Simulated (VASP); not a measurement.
Input:

```xyz
5
Lattice="-2.1965 2.1965 5.0058 2.1965 -2.1965 5.0058 2.1965 2.1965 -5.0058" Properties=species:S:1:pos:R:3 pbc="T T T"
Ba     0.0000     0.0000     6.0123
Si     2.1965     2.1965     4.9680
Si     2.1965     0.0000     3.5709
Si     0.0000     2.1965     3.5709
Pt     0.0000     0.0000     2.4898
```

Method: PBEsol GGA, VASP's PBE PAW potentials (set 64) (plane waves; VASP). Run with 400 eV cut-off, Gaussian smearing of 0.050 eV, potentials Ba_sv Si Pt.

Give the energies of bands 6 to 19 at the high-symmetry points, in eV from the Fermi level.

```tsv
band	Γ	X	P	N	M	S	R
6	-6.82	-8.35	-8.10	-8.66	-7.75	-8.41	-8.10
7	-6.35	-7.82	-8.10	-6.04	-7.02	-6.26	-7.75
8	-5.25	-5.88	-6.27	-4.83	-4.96	-4.87	-5.50
9	-5.25	-4.83	-4.62	-4.71	-4.96	-4.68	-4.85
10	-3.90	-4.29	-4.29	-4.46	-4.77	-4.53	-4.43
11	-3.83	-3.70	-3.52	-4.32	-3.79	-4.35	-3.86
12	-3.06	-3.41	-3.25	-3.46	-2.52	-3.86	-3.40
13	-3.03	-3.13	-3.25	-3.05	-2.52	-2.49	-2.96
14	-2.13	-2.50	-2.15	-2.16	-2.35	-1.98	-2.50
15	-2.13	-2.23	-2.15	-1.02	-0.41	-1.39	-2.21
16	0.60	-1.82	-2.07	-0.33	1.36	-0.11	-1.52
17	0.60	2.55	1.64	-0.08	1.36	0.45	2.30
18	1.34	4.16	4.02	1.89	2.01	1.88	3.06
19	1.41	4.21	4.02	2.31	2.27	3.04	3.88
```

It has no gap at this level: it comes out as a metal or semimetal.

The structure comes from a computed database's BaSi3Pt entry (I4mm); how it stands against other phases isn't given here. It was relaxed first.
